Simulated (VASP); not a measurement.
VASP ran on this input.

File POSCAR:
```
ZnS
1
    1.8623844659    -3.2257444772     0.0000000000
    1.8623844659     3.2257444772     0.0000000000
    0.0000000000     0.0000000000     6.1062322777
Zn S
2 2
Direct
  0.6666670000   0.3333330000   0.5002151376
  0.3333330000   0.6666670000   0.0002151376
  0.6666670000   0.3333330000   0.8747848624
  0.3333330000   0.6666670000   0.3747848624
```

### INCAR
```
AGGAC = 0.0
ALGO = Normal
EDIFF = 1E-7
EDIFFG = -0.01
ENCUT = 520
GGA = CX
IBRION = 2
ISIF = 4
ISMEAR = 0
LASPH = .TRUE.
LCHARG = .FALSE.
LMAXMIX = 4
LREAL = .FALSE.
LUSE_VDW = .TRUE.
LWAVE = .FALSE.
NELM = 100
NSW = 30
PREC = Accurate
SIGMA = 0.05
SYSTEM = ZnS
```

### KPOINTS
```
Automatic mesh
0
Gamma
7 7 4
0 0 0
```

POTCAR, in this order: Zn S (PBE.64 set). Program: vasp_std.

Translate this vdW-DF-cx calculation to Quantum ESPRESSO's pw.x.

One equivalent input (not run):
```
&CONTROL
  calculation = 'vc-relax'
  pseudo_dir = './pseudo'
  outdir = './out'
  tprnfor = .true.
  tstress = .true.
  nstep = 30
  forc_conv_thr = 0.00039
/
&SYSTEM
  ibrav = 0
  nat = 4
  ntyp = 2
  ecutwfc = 84
  occupations = 'smearing'
  smearing = 'gaussian'
  degauss = 0.003675
  input_dft = 'vdw-df-cx'
/
&ELECTRONS
  conv_thr = 7.3e-09
  electron_maxstep = 100
/
&IONS
/
&CELL
  cell_dofree = 'shape'
/
ATOMIC_SPECIES
  Zn 65.380 Zn.upf
  S 32.060 S.upf
CELL_PARAMETERS angstrom
     1.8623845   -3.2257445    0.0000000
     1.8623845    3.2257445    0.0000000
     0.0000000    0.0000000    6.1062323
ATOMIC_POSITIONS crystal
  Zn   0.6666670  0.3333330  0.5002151
  Zn   0.3333330  0.6666670  0.0002151
  S    0.6666670  0.3333330  0.8747849
  S    0.3333330  0.6666670  0.3747849
K_POINTS automatic
  7 7 4 0 0 0
```
The two are equivalent in intent, not identical: the potentials are each code's own (VASP's PAW set, PseudoDojo norm-conserving files in pw.x), so ENCUT and ecutwfc are chosen apart and not converted; conv_thr bounds pw.x's estimated SCF error, while EDIFF bounds the energy change between steps; forc_conv_thr acts on force components and is met together with etot_conv_thr.

The compound is ZnS in the wurtzite structure, the high-temperature form. This cell is one point of a volume scan, at 0.94 of the reference volume. Symmetry was kept, so distortions that lower it aren't found.
